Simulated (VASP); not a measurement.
Sr3B:

```
Sr B
1.0
     0.00000    4.04378    4.04378
     4.04378    0.00000    4.04378
     4.04378    4.04378    0.00000
Sr B
3 1
Direct
  0.00000 0.00000 0.00000
  0.25000 0.25000 0.25000
  0.75000 0.75000 0.75000
  0.50000 0.50000 0.50000
```

The cell was built by a generator and needn't be a form met in nature.

- Program: VASP 6.6.1
- Task: relaxation of cell and atoms
- Functional: LDA
- Potentials or basis: VASP PAW LDA potentials, release 64 (Sr_sv, B)
- Cutoff: 600 eV
- k mesh: 6 × 6 × 6
- Occupations: methfessel-paxton, width 0.1 eV
- Spin: no spin polarisation

At the start: pressure -2.4 GPa; volume 33.06 Å³/atom.

Q: Where does the relaxation end?

A: Over 4 steps the energy falls by 40.1 meV/atom and the volume is 28.35 Å³/atom (-14.2 %); space group Fm-3m (No. 225, to 0.05 Å).

Step by step:
```tsv
step	energy change (eV)	largest force (eV/Å)	pressure (GPa)	volume (Å³)
1	0.0000	0.0000	-2.43	132.25
2	-0.1154	0.0000	-1.45	122.87
3	-0.1598	0.0000	-0.23	114.76
4	-0.1606	0.0000	0.05	113.41
```

Final structure:
```
CELL_PARAMETERS angstrom
0.00000 3.84187 3.84187
3.84187 0.00000 3.84187
3.84187 3.84187 0.00000
ATOMIC_POSITIONS crystal
Sr 0.00000 0.00000 0.00000
Sr 0.25000 0.25000 0.25000
Sr 0.75000 0.75000 0.75000
B 0.50000 0.50000 0.50000
```
